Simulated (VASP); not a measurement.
Runs of VASP 6.6.1 on AgB2. It takes space group P6/mmm (No. 191, hexagonal). Conventional cell: a = 3.000 Å, b = 3.000 Å, c = 3.240 Å, α = 90.00°, β = 90.00°, γ = 120.00°. Ag (site symmetry 6/mmm) is surrounded by 12 B at 2.37 Å. Around B (site symmetry -6m2) lie 3 B at 1.73 Å. 

```csv
level,potentials or basis,smearing,other keys,gap on the mesh (eV),pressure (GPa),relaxed volume (Å³/atom)
LDA,"VASP PAW LDA potentials, release 64 (Ag, B)",tetrahedron,ISMEAR = -5; SIGMA = 0.005; LREAL = Auto; NBANDS = 12,none,-0.1,(b)
PBEsol,"VASP PAW PBE potentials, release 64 (Ag, B)",fermi-dirac 0.05 eV,-,none,0.0,10.32
RPBE,"VASP PAW PBE potentials, release 64 (Ag, B)",fermi-dirac 0.05 eV,-,none,0.1,(a)
PW91,"VASP PAW PBE potentials, release 64 (Ag, B)",fermi-dirac 0.05 eV,-,none,0.1,(c)
PBE,"VASP PAW PBE potentials, release 64 (Ag, B)",fermi-dirac 0.05 eV,-,none,0.1,10.72
vdW-DF-cx,"VASP PAW PBE potentials, release 64 (Ag, B)",fermi-dirac 0.05 eV,-,none,0.1,10.49
BLYP,"VASP PAW PBE potentials, release 64 (Ag, B)",fermi-dirac 0.05 eV,-,none,0.1,11.41
optB88-vdW,"VASP PAW PBE potentials, release 64 (Ag, B)",fermi-dirac 0.05 eV,-,none,0.1,10.80
```

Alike in all rows: task relaxation of cell and atoms; no spin polarisation; cell relaxed; k mesh 10 × 10 × 8; cutoff (eV) 600.

Estimate the missing entries.

(a) 11.01; (b) 10.02; (c) 10.76.

Caveats: the volume moved by over 15 % at a fixed basis, so the end points are rough; the PAW data sets were made with another functional, which shifts forces and pressure a little (some runs); tetrahedron occupations give inexact forces and stress in metals (some runs).

A k mesh can miss the band edges, and the runs leave out spin-orbit coupling on Ag.

A gap of «none» marks a metal or a gap under the smearing width.
